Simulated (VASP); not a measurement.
FeB3, 4 atoms in the cell. Symmetry: Fm-3m, No. 225, cubic system. The conventional cell has a = 4.782 Å, b = 4.782 Å, c = 4.782 Å, α = 90.00°, β = 90.00°, γ = 90.00°. Fe (site symmetry m-3m) has 8 B at 2.07 Å as nearest neighbours. Around B (site symmetry -43m) lie 4 Fe at 2.07 Å and 4 B at 2.07 Å. Around B (site symmetry m-3m) lie 8 B at 2.07 Å. The cell was built by a generator and needn't be a form met in nature. The cell isn't the ideal one: random cell by space group and Wyckoff sites (Fm-3m, No. 225).

- Program: VASP 6.6.1
- Task: single point
- Functional: PBE
- Potentials or basis: VASP PAW PBE potentials, release 64 (Fe, B)
- Cutoff: 520 eV
- k mesh: 16 × 16 × 16
- Occupations: gaussian, width 0.1 eV
- Spin: no spin polarisation
- Dipole correction: no
- Further INCAR settings: ALGO = Fast; EDIFF = 1e-07; NBANDS = 16

Potentials or basis: VASP PAW PBE potentials, release 64 (Fe, B).

Launch:

```sh
$ cat potpaw_PBE.64/Fe/POTCAR potpaw_PBE.64/B/POTCAR > POTCAR
$ mpirun -np 1 vasp_std > vasp.out
```

Hardware: 1 thread of AMD EPYC 7R13 Processor (Zen 3), on a shared host.

Q: How long does it take, and how much memory?

A: Run time: 100 s on 1 thread of AMD EPYC 7R13 Processor (Zen 3) (shared host), peak memory 0.17 GiB. Counts: scf iterations 17, k points 145.
